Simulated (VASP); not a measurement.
Computed with LDA (Ceperley-Alder, Perdew-Zunger), VASP's LDA PAW potentials (set 64) (plane waves; VASP).

VASP input:

File POSCAR:
```
KI
4.9992450
  0.0000000000   0.7071067731   0.7071067731
  0.7071067731   0.0000000000   0.7071067731
  0.7071067731   0.7071067731   0.0000000000
K I
1 1
Cart
  0.0000000000   0.0000000000   0.0000000000
  0.7071067731   0.7071067731   0.7071067731
```

File KPOINTS:
```
Automatic mesh
0
G
4 4 4
0 0 0
```

INCAR:
```
SYSTEM = KI
PREC = Accurate
ENCUT = 300
EDIFF = 1E-6
NELM = 100
ALGO = Normal
LREAL = .FALSE.
LASPH = .TRUE.
ISMEAR = -1
SIGMA = 0.05
LMAXMIX = 4
LWAVE = .FALSE.
LCHARG = .FALSE.
ISIF = 2
```

POTCAR, in this order: K_sv I (LDA.64 set). Program: vasp_std.

Output of the run:

**OUTCAR**
```
 ion  position               nearest neighbor table
   1  0.000  0.000  0.000-   2 3.54   2 3.54   2 3.54   2 3.54   2 3.54   2 3.54
   2  0.500  0.500  0.500-   1 3.54   1 3.54   1 3.54   1 3.54   1 3.54   1 3.54
  LATTYP: Found a face centered cubic cell.
 ALAT       =     7.0700000000
 Subroutine PRICEL returns:
 Original cell was already a primitive cell.
 Subroutine GETGRP returns: Found 48 space group operations
The static configuration has the point symmetry O_h .
The dynamic configuration has the point symmetry O_h .
 Subroutine INISYM returns: Found 48 space group operations
 Subroutine IBZKPT returns following result:
 Found      8 irreducible k-points:

 Following reciprocal coordinates:
            Coordinates               Weight
  0.000000  0.000000  0.000000      1.000000
  0.250000  0.000000  0.000000      8.000000
  0.500000  0.000000  0.000000      4.000000
  0.250000  0.250000  0.000000      6.000000
  0.500000  0.250000  0.000000     24.000000
 -0.250000  0.250000  0.000000     12.000000
  0.500000  0.500000  0.000000      3.000000
 -0.250000  0.500000  0.250000      6.000000
   k-points           NKPTS =      8   k-points in BZ     NKDIM =      8   number of bands    NBANDS=     12
...
```

File OSZICAR:
```
       N       E                     dE             d eps       ncg     rms          rms(c)
DAV:   1     0.704948353108E+02    0.70495E+02   -0.51509E+03   192   0.764E+02
DAV:   2    -0.125696426077E+01   -0.71752E+02   -0.67836E+02   236   0.208E+02
DAV:   3    -0.611650385842E+01   -0.48595E+01   -0.48371E+01   268   0.496E+01
DAV:   4    -0.622770806724E+01   -0.11120E+00   -0.11113E+00   308   0.768E+00
DAV:   5    -0.622918602518E+01   -0.14780E-02   -0.14779E-02   260   0.851E-01    0.340E+00
DAV:   6    -0.614209170173E+01    0.87094E-01   -0.11244E-01   224   0.224E+00    0.240E+00
DAV:   7    -0.612596593012E+01    0.16126E-01   -0.10753E-01   236   0.190E+00    0.835E-01
DAV:   8    -0.612645281928E+01   -0.48689E-03   -0.14543E-02   232   0.980E-01    0.202E-01
DAV:   9    -0.612639158991E+01    0.61229E-04   -0.52143E-04   268   0.145E-01    0.107E-01
DAV:  10    -0.612645947116E+01   -0.67881E-04   -0.26326E-04   236   0.778E-02    0.104E-01
DAV:  11    -0.612644659810E+01    0.12873E-04   -0.68129E-05   248   0.477E-02    0.119E-02
DAV:  12    -0.612644682958E+01   -0.23148E-06   -0.19439E-06   236   0.123E-02
   1 F= -.61264468E+01 E0= -.61264468E+01  d E =-.924271E-10
```

File OUTCAR:
```
------------------------ aborting loop because EDIFF is reached ----------------------------------------
  FORCE on cell =-STRESS in cart. coord.  units (eV):
  Direction    XX          YY          ZZ          XY          YZ          ZX
  --------------------------------------------------------------------------------------
  Total       -0.7689103     -0.7689103     -0.7689103      0.0000000      0.0000000      0.0000000
  in kB      -13.9440213    -13.9440213    -13.9440213      0.0000000      0.0000000      0.0000000
  external PRESSURE =     -13.9440213 kB  Pullay stress =       0.0000000 kB
  volume of cell :       88.35
      direct lattice vectors                 reciprocal lattice vectors
     0.000000000  3.535000000  3.535000000    -0.141442716  0.141442716  0.141442716
     3.535000000  0.000000000  3.535000000     0.141442716 -0.141442716  0.141442716
     3.535000000  3.535000000  0.000000000     0.141442716  0.141442716 -0.141442716
  FREE ENERGIE OF THE ION-ELECTRON SYSTEM (eV)
  ---------------------------------------------------
  free  energy   TOTEN  =        -6.1264468296 eV

  energy  without entropy=       -6.1264468295  energy(sigma->0) =       -6.12644683
```
(Selected blocks of OUTCAR.)

At this cut-off the stress carries a Pulay error, which pulls relaxed volumes low.

The structure is a typed KI crystal (Fm-3m). The cell was not relaxed at this level. The run is one of a series of settings (GGA removed, POTCAR K_sv I (LDA.64 set) against the base run), some of them coarse on purpose.
